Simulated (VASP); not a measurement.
An input for Ansatz (written as the equivalent of a VASP run, and not itself run):

Ansatz 0.2 input:
```yaml
crystal:
  lattice:
    - [-1.6058150, 1.6233970, 2.4289540]
    - [1.6058150, -1.6233970, 2.4289540]
    - [1.6058150, 1.6233970, -2.4289540]
  atoms:
    - { symbol: In, position: [0.0000000, 0.0000000, 0.0000000] }
kpoints:
  mp_grid: { grid: [14, 14, 14] }
hamiltonian:
  xc: pbe
  pseudopotentials: { kind: paw }
scf:
  occupations: { method: methfessel_paxton, width: 0.1 }
  max_iter: 100
output: { forces: true, stress: true, eigenvalues: true }
```

Q: Write the VASP files for the same calculation (PBE).

A: One answer among several that fit: 
### INCAR
```
ALGO  =  Normal
EDIFF  =  1E-6
ENCUT  =  400
GGA  =  PE
ISIF  =  2
ISMEAR  =  1
LASPH  =  .True.
LCHARG  =  .False.
LMAXMIX  =  4
LREAL  =  .False.
LWAVE  =  .False.
NELM  =  100
PREC  =  Accurate
SIGMA  =  0.1
SYSTEM  =  In
```

POSCAR:
```
In
1
   -1.6058150000     1.6233970000     2.4289540000
    1.6058150000    -1.6233970000     2.4289540000
    1.6058150000     1.6233970000    -2.4289540000
In
1
Direct
  0.0000000000   0.0000000000   0.0000000000
```

### KPOINTS
```
Automatic mesh
0
Gamma
14 14 14
0 0 0
```

POTCAR, in this order: In_d (PBE.64 set). Program: vasp_std.

What does not carry over: each code has its own PAW files, so the cut-off isn't converted (ENCUT is set for VASP's; basis.ecutwfc is left out, and Ansatz then takes the one that its files recommend); Ansatz stops its SCF on the density residual and VASP on the energy change (EDIFF).

The compound is In in the bct structure. The cell was not relaxed at this level.
